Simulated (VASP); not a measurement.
Output of a VASP run:

OSZICAR:
```
...
   2 F= -.59380890E+02 E0= -.59380890E+02  d E =0.575239E-02
       N       E                     dE             d eps       ncg     rms          rms(c)
DAV:   1    -0.598035608787E+02   -0.42267E+00   -0.59555E+00  1281   0.183E+01    0.339E+00
DAV:   2    -0.595545179519E+02    0.24904E+00   -0.99953E-01  1311   0.586E+00    0.746E-01
DAV:   3    -0.595518807761E+02    0.26372E-02   -0.31625E-02  1359   0.112E+00    0.315E-01
DAV:   4    -0.595506335390E+02    0.12472E-02   -0.12188E-03  1391   0.241E-01    0.181E-01
DAV:   5    -0.595501821434E+02    0.45140E-03   -0.30987E-04  1341   0.123E-01    0.582E-02
DAV:   6    -0.595501756392E+02    0.65043E-05   -0.13068E-05  1416   0.230E-02    0.247E-02
DAV:   7    -0.595501721262E+02    0.35130E-05   -0.10978E-05  1376   0.183E-02    0.847E-03
DAV:   8    -0.595501720647E+02    0.61448E-07   -0.11125E-06   768   0.707E-03
   3 F= -.59550172E+02 E0= -.59550172E+02  d E =-.163530E+00
       N       E                     dE             d eps       ncg     rms          rms(c)
DAV:   1    -0.595502682778E+02   -0.96152E-04   -0.24214E-03  1296   0.372E-01    0.677E-02
DAV:   2    -0.595501718057E+02    0.96472E-04   -0.39510E-04  1336   0.116E-01    0.151E-02
DAV:   3    -0.595501703622E+02    0.14435E-05   -0.12774E-05  1351   0.227E-02    0.662E-03
DAV:   4    -0.595501699135E+02    0.44868E-06   -0.39897E-07   713   0.459E-03
   4 F= -.59550170E+02 E0= -.59550170E+02  d E =-.163528E+00
       N       E                     dE             d eps       ncg     rms          rms(c)
DAV:   1    -0.595543642189E+02   -0.41939E-02   -0.41021E-01  1181   0.479E+00    0.184E-01
DAV:   2    -0.595540675467E+02    0.29667E-03   -0.55055E-03  1441   0.496E-01    0.112E-01
DAV:   3    -0.595537229552E+02    0.34459E-03   -0.42706E-04  1416   0.160E-01    0.422E-02
DAV:   4    -0.595536759709E+02    0.46984E-04   -0.15037E-04  1416   0.870E-02    0.141E-02
DAV:   5    -0.595536734515E+02    0.25194E-05   -0.23514E-05  1416   0.387E-02    0.724E-03
DAV:   6    -0.595536735543E+02   -0.10273E-06   -0.38532E-06  1000   0.147E-02
   5 F= -.59553674E+02 E0= -.59553673E+02  d E =-.350364E-02
       N       E                     dE             d eps       ncg     rms          rms(c)
DAV:   1    -0.595538424265E+02   -0.16897E-03   -0.23208E-02  1181   0.114E+00    0.432E-02
DAV:   2    -0.595538263565E+02    0.16070E-04   -0.31847E-04  1441   0.119E-01    0.264E-02
DAV:   3    -0.595538071023E+02    0.19254E-04   -0.23557E-05  1411   0.377E-02    0.103E-02
DAV:   4    -0.595538042512E+02    0.28511E-05   -0.86972E-06  1406   0.209E-02    0.343E-03
DAV:   5    -0.595538040499E+02    0.20135E-06   -0.11788E-06   766   0.935E-03
   6 F= -.59553804E+02 E0= -.59553804E+02  d E =-.363414E-02
       N       E                     dE             d eps       ncg     rms          rms(c)
DAV:   1    -0.595541887933E+02   -0.38454E-03   -0.46902E-02  1176   0.163E+00    0.785E-02
DAV:   2    -0.595540898406E+02    0.98953E-04   -0.87298E-04  1446   0.200E-01    0.401E-02
DAV:   3    -0.595540557412E+02    0.34099E-04   -0.75132E-05  1381   0.617E-02    0.160E-02
DAV:   4    -0.595540500090E+02    0.57322E-05   -0.14639E-05  1406   0.283E-02    0.672E-03
DAV:   5    -0.595540486849E+02    0.13241E-05   -0.33402E-06  1340   0.155E-02    0.297E-03
DAV:   6    -0.595540486594E+02    0.25506E-07   -0.92686E-07   708   0.721E-03
   7 F= -.59554049E+02 E0= -.59554049E+02  d E =-.244609E-03
```

File OUTCAR:
```
------------------------ aborting loop because EDIFF is reached ----------------------------------------
  FORCE on cell =-STRESS in cart. coord.  units (eV):
  Direction    XX          YY          ZZ          XY          YZ          ZX
  --------------------------------------------------------------------------------------
  Total       -0.0680827     -0.0680827     -0.0569323      0.0000000      0.0000000      0.0000000
  in kB       -1.2956851     -1.2956850     -1.0834818      0.0000000      0.0000000      0.0000000
  external PRESSURE =      -1.2249506 kB  Pullay stress =       0.0000000 kB
  volume of cell :       84.19
      direct lattice vectors                 reciprocal lattice vectors
     3.106854067 -0.000000000 -0.000000000     0.321868996  0.185831155  0.000000000
    -1.553427033  2.690614504  0.000000000     0.000000000  0.371662309  0.000000000
    -0.000000000 -0.000000000 10.071071162     0.000000000  0.000000000  0.099294304
  FREE ENERGIE OF THE ION-ELECTRON SYSTEM (eV)
  ---------------------------------------------------
  free  energy   TOTEN  =       -59.5540486594 eV

  energy  without entropy=      -59.5540484950  energy(sigma->0) =      -59.55404858

 reached required accuracy - stopping structural energy minimisation
```
(Selected blocks of OUTCAR.)

POSCAR:
```
AlN
1
    3.1514180000     0.0000000000     0.0000000000
   -1.5757090000     2.7292080000     0.0000000000
    0.0000000000     0.0000000000    10.3169340000
Al N
4 4
Direct
  0.0000000000   0.0000000000   0.0000000000
  0.0000000000   0.0000000000   0.5000000000
  0.6666670000   0.3333330000   0.7501800000
  0.3333330000   0.6666670000   0.2501800000
  0.0000000000   0.0000000000   0.8121600000
  0.0000000000   0.0000000000   0.3121600000
  0.6666670000   0.3333330000   0.5632900000
  0.3333330000   0.6666670000   0.0632900000
```

Q: Write an INCAR and KPOINTS that could have produced this output.

A: One answer among several that fit: the input of the run itself, PBE GGA, plane waves, VASP's PBE PAW potentials (set 64).

### INCAR
```
LWAVE = .FALSE.
ENCUT = 400   # plane-wave cut-off (eV)
LASPH = .TRUE.   # aspherical one-centre terms
IBRION = 2   # conjugate gradients
LREAL = .FALSE.   # projection in real space or not
EDIFFG = -0.01
LCHARG = .FALSE.
ISMEAR = -1   # Fermi-Dirac
SIGMA = 0.136
ISIF = 3
GGA = PE
NSW = 50   # most ionic steps
EDIFF = 1E-6   # SCF stop (eV)
PREC = Accurate
NELM = 100   # most electronic steps
ALGO = Normal   # blocked Davidson
SYSTEM = AlN
```

### KPOINTS
```
Regular mesh
0
G
10 10 3
```

POTCAR, in this order: Al N (PBE.64 set). Program: vasp_std.

At this cut-off the stress carries a Pulay error, which pulls relaxed volumes low. Energy and stress use the plane-wave basis of the starting cell.

The structure was generated: AlN was put into an ordered model structure, which need not be its known phase. This run relaxes it. Symmetry was kept, so distortions that lower it aren't found. The run is one of a series of settings (EDIFFG = -0.01, IBRION = 2, ISIF = 3, NSW = 50 against the base run), some of them coarse on purpose.
